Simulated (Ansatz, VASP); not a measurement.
CeC in VASP and in Ansatz

The input INCAR:

```
PREC = Accurate
ENCUT = 520
EDIFF = 1E-6
ISMEAR = -1
SIGMA = 0.03
LREAL = False
LASPH = True
NELM = 100
ALGO = Normal
ISIF = 2
LWAVE = False
LCHARG = True
GGA = PS
LELF = True
LVHAR = True
NBANDS = 15
```

KPOINTS

```
regular mesh
0
Gamma
  12 12 12
```

Contents of POSCAR:

```
CeC
1.0
    0.0000000000      2.5960690000      2.5960690000
    2.5960690000      0.0000000000      2.5960690000
    2.5960690000      2.5960690000      0.0000000000
Ce C
1 1
Direct
    0.0000000000      0.0000000000      0.0000000000
    0.5000000000      0.5000000000      0.5000000000
```

Input for Ansatz:

```yaml
crystal:
  lattice:
    - [0.0, 2.596069, 2.596069]
    - [2.596069, 0.0, 2.596069]
    - [2.596069, 2.596069, 0.0]
  atoms:
    - { symbol: Ce, position: [0.0, 0.0, 0.0] }
    - { symbol: C, position: [0.5, 0.5, 0.5] }
kpoints:
  mp_grid: { grid: [12, 12, 12] }
  band_path:
    path:
      - [0.0, 0.0, 0.0]
      - [0.5, 0.0, 0.5]
      - [0.625, 0.25, 0.625]
      - [0.375, 0.375, 0.75]
      - [0.0, 0.0, 0.0]
      - [0.5, 0.5, 0.5]
      - [0.5, 0.25, 0.75]
      - [0.5, 0.0, 0.5]
    npoints: 8
scf:
  occupations: { method: fermi_dirac, width: 0.03 }
hamiltonian:
  xc: pbesol
  pseudopotentials: { kind: all_electron, lapw: { basis_error: 0.00025 } }
output:
  forces: true
  stress: true
  eigenvalues: true
  populations: true
  dos: { projected: true, de: 0.2, e_range: [-14, 8] }
```

The cell comes from a database or a generator and needn't be the stable form of this composition.

Alike in both runs: task single point; functional PBEsol; k mesh 12 × 12 × 12; occupations fermi-dirac, width 0.03 eV; no spin polarisation.

|  | VASP | Ansatz |
| --- | --- | --- |
| version | VASP 6.6.1 | Ansatz 0.2.0 |
| potentials or method | VASP PAW PBE potentials, release 64 (Ce, C) | all-electron LAPW, scalar-relativistic |
| plane-wave cutoff (eV) | 520 | see its input |

```csv
,VASP,Ansatz,Ansatz less VASP
pressure (GPa),-4.5,-4.5,+0.03
```

Ansatz ran all-electron here, so the differences hold the error of VASP's frozen core and of both bases.

Caveats: the PAW data sets were made with another functional, which shifts forces and pressure a little (VASP); without U or exact exchange the open f shell lies at the Fermi level, which spoils levels, moments and volumes. The runs have no spin-orbit coupling, so splittings on Ce are missing. Spin polarisation is off, so any magnetic state and its effect on volume and gap are missing.
